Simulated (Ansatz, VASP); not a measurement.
# Cross-check of SnO (Romarchite) between VASP and Ansatz, part 2 of 2

Wanted: the spread between two codes on one cell, functional and k mesh. The cell is taken from a series of runs on this material, whose earlier steps may have relaxed, scaled, displaced or heated it; both programs get it as it stands.

VASP 6.6.1 and Ansatz 0.2.0.

So far: Set-up; VASP: zone-centre phonons, PBEsol with D3(BJ).

### Step 3. Ansatz: zone-centre phonons, PBEsol with D3(BJ)

Level of this step: Ansatz beside VASP: Kohn-Sham DFT, plane waves, PBEsol with D3(BJ) (Ansatz).

Ansatz runs on its PAW soft_1 files.

The same cell, functional, mesh and smearing now go to Ansatz, which takes its cutoff from its data sets.

The input, input.yaml:

```yaml
crystal:
  lattice:
    - [3.7215407204, 0.0, 0.0]
    - [0.0, 3.7215407204, 0.0]
    - [0.0, 0.0, 4.3967101526]
  atoms:
    - { symbol: O, position: [0.0, 0.0, 0.0] }
    - { symbol: O, position: [0.5, 0.5, 0.0] }
    - { symbol: Sn, position: [0.5, 0.0, 0.2640254861] }
    - { symbol: Sn, position: [0.0, 0.5, 0.7359745139] }
kpoints:
  mp_grid: { grid: [12, 12, 12] }
hamiltonian:
  xc: pbesol
  dispersion: d3bj
  pseudopotentials: { kind: paw, azcp: { folder: soft_1 }, xc_functional: pbe }
scf:
  occupations: { method: methfessel_paxton, width: 0.2 }
output:
  eigenvalues: true
phonons:
  method: dfpt
```

Launch:

```bash
> ansatz run input.yaml --threads 4 --pin off --max-ram 16384MiB --backend cpu --events-out ev --progress --plain --runs-dir out
```

Numbers of over 12 decimals in the logs are rounded to 6 here.

What it wrote:

```text
zone centre: on kpoints.mp_grid the ground state, and the responses unless they are solved on pairs of k-points, stand on 343 of the mesh's 1728 k-points, reduced under 4 symmetry operations, with k and −k counted as one. Each operation leaves every solved displacement unchanged or reverses it
Engine: ansatz 0.2.0, aarch64-unknown-linux-gnu
Pseudopotentials: kind: paw
Pseudopotential: O, paw, valence charge 6, recommended cutoff 420 eV (normal), soft_1/O.paw.azcp
Pseudopotential: Sn, paw, valence charge 14, recommended cutoff 420 eV (normal), soft_1/Sn.paw.azcp
Functional definition: PBEsol
  exchange = pbesol_x
  correlation = pbesol_c
Crystal: 4 atoms, lattice volume = 60.894 Å³
Basis set: ecut = 420 eV, 1191 PW (Γ), exchange–correlation on 60×60×60 points (8 copies of the dense FFT grid, shifted against one another)
Bands: 24, of which v1, the nominal top of the filled ones, is band 20 counted from 1 (19 counted from 0)
Symmetry: 16 space group operations
k-points: 343 of 1728 (irreducible under 4 space group operations, time reversal used)
Non-local potential: O, projectors of the file, l = 0: 2, l = 1: 2, l = 2: 1
Non-local potential: Sn, projectors of the file, l = 0: 2, l = 1: 2, l = 2: 2, l = 3: 1
PAW form: soft (Blöchl's): semilocal exchange-correlation on the pseudo side does not see the compensation charge
PAW frozen core: O, regenerated for the run's functional, and the local potential with it (the file was generated under x = pbe(κ = 0.804, μ = 0.219515), c = pbe(β = 0.066725))
PAW frozen core: Sn, regenerated for the run's functional, and the local potential with it (the file was generated under x = pbe(κ = 0.804, μ = 0.219515), c = pbe(β = 0.066725))
PAW one-centre angular grid: O, 110 points (default); XC on 64 Gauss nodes
PAW one-centre angular grid: Sn, 590 points (default); XC on 64 Gauss nodes
Initial density: superposition of atomic densities (chi_scale 0.1, normalization cell, long waves kept (reshape's long-wave potential 0.09 eV rms))
Initial wavefunctions: pseudopotential atomic-orbital guess
Functional: x = pbesol(κ = 0.804, μ = 0.123457), c = pbesol(β = 0.046)
SCF iter   1: F=—  HF=-13023.020065 eV  |F-HF|=—  |Δ(HF+E_count)|=         —  Δρ=5.41e-2  dr2=2.27e0  ethr=3.10e-3  ⟨swp⟩=5.3  Hψ=36502  notcnv=0
preconditioner: auto → Kerker (q_TF=auto, 2.544 Å⁻¹)  [metal: Δε(μ)=0.046 eV  Ē_g=18.690 eV  σ=0.200 eV  W_gap=0.19  n_scr=18 (ndim 8)  ℏωp=30.1 eV  f_vac=0.000  D(μ)=0.36/eV (n_scr^D=0)]
SCF iter   2: F=—  HF=-13022.645215 eV  |F-HF|=—  |Δ(HF+E_count)|=   3.75e-1  S|Δr|=    0.00e0  Δρ=2.69e-2  dr2=7.42e-1  ethr=3.10e-3  ⟨swp⟩=3.0  Hψ=19082  notcnv=0
SCF iter   3: F=—  HF=-13022.487719 eV  |F-HF|=—  |Δ(HF+E_count)|=   1.57e-1  S|Δr|=    0.00e0  Δρ=1.44e-2  dr2=1.99e-1  ethr=1.85e-3  ⟨swp⟩=3.0  Hψ=16433  notcnv=0
SCF iter   4: F=—  HF=-13022.449273 eV  |F-HF|=—  |Δ(HF+E_count)|=   3.84e-2  S|Δr|=    0.00e0  Δρ=5.25e-3  dr2=2.21e-2  ethr=4.96e-4  ⟨swp⟩=2.9  Hψ=17528  notcnv=0
SCF iter   5: F=—  HF=-13022.445223 eV  |F-HF|=—  |Δ(HF+E_count)|=   4.05e-3  S|Δr|=    0.00e0  Δρ=1.33e-3  dr2=1.94e-3  ethr=5.53e-5  ⟨swp⟩=2.0  Hψ=14351  notcnv=0
SCF iter   6: F=—  HF=-13022.445224 eV  |F-HF|=—  |Δ(HF+E_count)|=   1.50e-6  S|Δr|=    0.00e0  Δρ=6.15e-4  dr2=2.98e-4  ethr=4.85e-6  ⟨swp⟩=2.7  Hψ=14985  notcnv=0
SCF iter   7: F=—  HF=-13022.445212 eV  |F-HF|=—  |Δ(HF+E_count)|=   1.26e-5  S|Δr|=    0.00e0  Δρ=1.81e-4  dr2=2.49e-5  ethr=7.46e-7  ⟨swp⟩=2.9  Hψ=15175  notcnv=0
SCF iter   8: F=—  HF=-13022.445214 eV  |F-HF|=—  |Δ(HF+E_count)|=   2.53e-6  S|Δr|=    0.00e0  Δρ=6.24e-5  dr2=2.06e-6  ethr=6.23e-8  ⟨swp⟩=3.0  Hψ=15277  notcnv=0
SCF iter   9: F=—  HF=-13022.445214 eV  |F-HF|=—  |Δ(HF+E_count)|=   5.60e-7  S|Δr|=    0.00e0  Δρ=2.05e-5  dr2=2.01e-7  ethr=5.15e-9  ⟨swp⟩=2.1  Hψ=14713  notcnv=0
SCF iter  10: F=—  HF=-13022.445213 eV  |F-HF|=—  |Δ(HF+E_count)|=   1.85e-8  S|Δr|=    0.00e0  Δρ=3.36e-6  dr2=4.71e-9  ethr=5.03e-10  ⟨swp⟩=2.0  Hψ=13734  notcnv=0
SCF iter  11: F=—  HF=-13022.445213 eV  |F-HF|=—  |Δ(HF+E_count)|=   1.11e-9  S|Δr|=    0.00e0  Δρ=8.23e-7  dr2=2.79e-10  ethr=1.18e-11  ⟨swp⟩=2.0  Hψ=11584  notcnv=0
SCF iter  12: F=—  HF=-13022.445213 eV  |F-HF|=—  |Δ(HF+E_count)|=  5.82e-11  S|Δr|=    0.00e0  Δρ=1.78e-7  dr2=1.66e-11  ethr=1.00e-12  ⟨swp⟩=2.0  Hψ=14524  notcnv=0
SCF iter  13: F=-13022.445213 eV  HF=-13022.445213 eV  |F-HF|=3.64e-12  |Δ(HF+E_count)|=    0.00e0  S|Δr|=    0.00e0  Δρ=4.22e-8  dr2=1.38e-12  ethr=1.00e-12  ⟨swp⟩=6.1  Hψ=36690  notcnv=0
SCF 1 converged in 13 iterations: F = -13022.445213 eV  dr2 = 1.38e-12
  greatest PAW one-centre occupation: 0.994 electrons in one spin orbital (limit 2), on the Sn atom at site 3 (counted from 0), in its partial waves of l = 2
DFPT response loops at Γ: preconditioner auto → Kerker (q_TF=auto, 2.544 Å⁻¹) (partly filled bands, converged f_vac=0.000); β = 1.00, the filter's whole step (`scf.mixing.beta` (0.50) is not read by the response loops under this deck's `scf.mixing.preconditioner`; to damp them name `kerker` or `kerker_dos`, under which they read `scf.mixing.beta`, and type it under 1.00, their step now; both keys bind the ground state too); Broyden in place of MSR1
SCF converged after 13 iterations
Stability not checked: this state was not tested for a lower state beside it, because cold or Methfessel-Paxton smearing, or corrected tetrahedra, fill the levels in a way that the test cannot read (fill_not_monotonic; see scf.lower_state_search)
Free energy (F): -13022.445213 eV
Harris-Foulkes:  -13022.445213 eV  (|F-HF|=3.64e-12)
Internal energy: -13022.444711 eV  (E = F + TS)
E sigma→0 (E₀):  -13022.445088 eV
Entropy (-TS):   -0.000503 eV (-0.126 meV/atom)
Fermi energy:    12.061968 eV
--- Per-component energies (eV) ---
  E_band       = -110.151047
  E_kinetic    = 676.829522
  E_local      = -2536.812993  (includes V_loc(G=0)·N_el)
  E_nonlocal   = 400.200466
  E_hartree    = 1214.092050
  E_xc         = -392.558250
  E_vxc        = -344.622723  (∫ρ·V_xc dr)
  E_paw        = -8906.280385  (= ΣΔE_a)
  E_vpaw       = -733.931396  (= ΣTr[D̂ρ^β])
  E_aug_tail   = 0.002019  (compensation charges beyond the density's cutoff)
  E_ewald      = -3477.559979
  E_disp       = -0.997415  (pairwise vdW)
  E_core_change = 0.640255  (= ΣΔE_core)
  E_smearing   = -0.000503  (= −TS)
  E_closure    = -0.000000  (closes the sum)
  Σ components = -13022.445213   (vs F -13022.445213, Δ=0.00e0)
--- Band table (eV; the first three rows and the last of 343) ---
  k-point 0: bands = [... 16 lower, 8.3132, 8.7242, 8.7242, 12.1918, 14.8796, 16.2248, 16.2248, 17.7947]
  k-point 1: bands = [... 16 lower, 8.3031, 8.7234, 8.7234, 12.1856, 14.7011, 15.9814, 15.9814, 17.6965]
  k-point 2: bands = [... 16 lower, 8.2762, 8.7211, 8.7211, 12.1345, 14.2983, 15.4819, 15.4819, 17.2592]
  k-point 342: bands = [... 16 lower, 8.7025, 8.7025, 9.4157, 9.4157, 14.1049, 14.1049, 17.1414, 17.1414]
--- Phonons (Γ-DFPT): 4 representative perturbations + reference, on 343 of 1728 k-points (Σ response iterations 15) ---
  k mesh reduced under 4 symmetry operations, with k and −k counted as one. Each operation leaves every solved displacement unchanged or reverses it
  ASR residual: 1.564e-5 → 0.000e0 eV/Å²; symmetrization residual: 3.578e-6 eV/Å²
  pairwise dispersion correction: d3bj (s6 = 1.0, s8 = 2.9491, a1 = 0.4466, a2_bohr = 6.1742), with the weights of each atom's references fixed at the reference crystal's, and the forces and stress that the weights' published response gives there kept as a pressure on the atom's counted neighbours (hamiltonian.dispersion)
  ASR residual per site (eV/Å²): 1.18e-5 1.18e-5 1.56e-5 1.56e-5
  Γ frequencies (cm⁻¹): 0.00 0.00 0.00 127.77 127.77 220.51 301.08 301.08 366.83 373.33 503.51 503.51
  non-analytic LO–TO correction: not included (Born effective charges unavailable; polar crystals: no LO–TO splitting at Γ)
```

Reading the cycles: dr2 is the Hartree energy of the density residual (eV), the measure of convergence; HF is the Harris–Foulkes estimate of the energy, which meets the free energy F at convergence.

### Step 4. Differences

Known differences besides the potentials themselves: the cutoff is 420 eV in Ansatz and 600 eV in VASP; Ansatz makes its cores anew for this functional, VASP keeps those of its PBE data sets; Ansatz takes the dispersion share of the force constants at frozen C6 weights, VASP differentiates the full forces; VASP uses finite displacements, Ansatz perturbation theory. Total energies have different zeros and are not compared.

Both answers:

| quantity | Ansatz | VASP | difference |
| --- | --- | --- | --- |
| optical mode 1 to 2 (cm⁻¹) | 127.8 | 128.6 | -0.61 % |
| optical mode 3 (cm⁻¹) | 220.5 | 221.5 | -0.43 % |
| optical mode 4 to 5 (cm⁻¹) | 301.1 | 304.9 | -1.25 % |
| optical mode 6 (cm⁻¹) | 366.8 | 368.6 | -0.48 % |
| optical mode 7 (cm⁻¹) | 373.3 | 376.2 | -0.76 % |
| optical mode 8 to 9 (cm⁻¹) | 503.5 | 505.7 | -0.43 % |

Modes are paired by rising frequency, not by their patterns, so a pair may set unlike modes beside each other; they are those without the splitting of longitudinal modes.

### Step 5. Outcome

```
r.m.s. difference of the optical zone-centre modes, each program's sorted by frequency (zone-centre phonons, PBEsol with D3(BJ)) : 2.4 cm⁻¹
difference in optical mode 4 to 5 (zone-centre phonons, PBEsol with D3(BJ))                                                      : -1.3 %
```

The r.m.s. difference of the optical zone-centre modes, each program's sorted by frequency is 2.4 cm⁻¹ (zone-centre phonons, PBEsol with D3(BJ)). Among the rows given in per cent, the largest difference of the zone-centre phonons, PBEsol with D3(BJ) pair is in optical mode 4 to 5, -1.3 %. How closely two codes agree says nothing of how well the functional describes the real material.

[Lines on the potential files, build, host, timing and source positions are cut from VASP's logs without a mark.]

[Logs are printed without paths, hosts, clocks, repeated set-up lines and the standing remarks that a program may print on its own settings, such as how far it seeks lower states.]

[Hosts, paths, dates, database ids (printed as entryN), source tags and the programs' standing remarks are cut or masked in the printed files.]
